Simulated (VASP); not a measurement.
Given:

```xyz
4
Lattice="2.3052 -3.9066 0.0000 2.3052 3.9066 0.0000 0.0000 0.0000 4.6206" Properties=species:S:1:pos:R:3 pbc="T T T"
Ga     2.3052     2.6963     4.2463
Ga     2.3052     1.2103     1.9360
Ga     2.3052    -1.2103     2.6846
Ga     2.3052    -2.6963     0.3743
```

All values below come from PBE GGA, VASP's PBE PAW potentials (set 64) (plane waves; VASP 6.6.1). Run with 400 eV cut-off, 7×7×6 Γ-centred mesh, first-order Methfessel-Paxton smearing of 0.10 eV, potentials Ga_d.

Question: Give the force on each atom (eV/Å).

Answer: 
```
atom     Fx      Fy      Fz
----  -----  ------  ------
Ga1   0.000  -0.104  -0.019
Ga2   0.000   0.104  -0.019
Ga3   0.000  -0.104   0.019
Ga4   0.000   0.104   0.019
```

Question: Give the stress tensor in GPa (positive for a compressed cell).

Answer: 
```
-2.06   0.00   0.00
 0.00  -0.84   0.00
 0.00   0.00  -1.27
```
The pressure is its mean diagonal, -1.39 GPa.

The compound is Ga in the alpha structure. The cell was not relaxed at this level.
